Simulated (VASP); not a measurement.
Input for VASP

POSCAR:
```
PbBrF
1
    4.1323517582     0.0000000000     0.0000000000
    0.0000000000     4.1323517582     0.0000000000
    0.0000000000     0.0000000000     7.5995070122
Pb Br F
2 2 2
Direct
  0.0000000000   0.5000000000   0.8060709998
  0.5000000000   0.0000000000   0.1939290002
  0.5000000000   0.0000000000   0.6464869302
  1.0000000000   0.5000000000   0.3535130698
  0.5000000000   0.5000000000   0.0000000000
  1.0000000000   0.0000000000   0.0000000000
```

### INCAR
```
! general
SYSTEM =PbBrF
PREC   =Accurate
ENCUT  =520   ! plane-wave cut-off (eV)
LREAL  =F
LASPH  =T   ! aspherical one-centre terms

! electronic loop
EDIFF  =1E-6   ! SCF stop (eV)
NELM   =100
ALGO   =Normal   ! blocked Davidson
LMAXMIX=4   ! l cut-off of mixed one-centre charges
LMIXTAU=T

! smearing
ISMEAR =0   ! Gaussian
SIGMA  =0.05   ! width (eV)

! functional
METAGGA=R2SCAN

! ions
IBRION =2
NSW    =60   ! most ionic steps
ISIF   =3   ! ions, shape and volume
EDIFFG =-0.02   ! ionic stop

! output
LWAVE  =F
LCHARG =F
```

### KPOINTS
```
Regular mesh
0
Gamma
  5 5 3
```

POTCAR, in this order: Pb_d Br F (PBE.64 set). Program: vasp_std.

Task: Write an equivalent input for Ansatz.

Result: One equivalent input (not run):
Ansatz 0.2 input:
```yaml
crystal:
  lattice:
    - [4.1323518, 0.0000000, 0.0000000]
    - [0.0000000, 4.1323518, 0.0000000]
    - [0.0000000, 0.0000000, 7.5995070]
  atoms:
    - { symbol: Pb, position: [0.0000000, 0.5000000, 0.8060710] }
    - { symbol: Pb, position: [0.5000000, 0.0000000, 0.1939290] }
    - { symbol: Br, position: [0.5000000, 0.0000000, 0.6464869] }
    - { symbol: Br, position: [1.0000000, 0.5000000, 0.3535131] }
    - { symbol: F, position: [0.5000000, 0.5000000, 0.0000000] }
    - { symbol: F, position: [1.0000000, 0.0000000, 0.0000000] }
kpoints:
  mp_grid: { grid: [5, 5, 3] }
hamiltonian:
  xc: r2scan
  pseudopotentials: { kind: paw }
scf:
  occupations: { method: gaussian, width: 0.05 }
  max_iter: 100
relax:
  max_steps: 60
  f_tol: 0.02
  cell: {}
output: { forces: true, stress: true, eigenvalues: true }
```
The two are equivalent in intent, not identical: each code has its own PAW files, so the cut-off isn't converted (ENCUT is set for VASP's; basis.ecutwfc is left out, and Ansatz then takes the one that its files recommend); Ansatz stops its SCF on the density residual and VASP on the energy change (EDIFF).

The structure comes from a computed database's PbBrF entry (P4/nmm); how it stands against other phases isn't given here. This run relaxes it. Symmetry was kept, so distortions that lower it aren't found. The start is the result of an earlier pass.
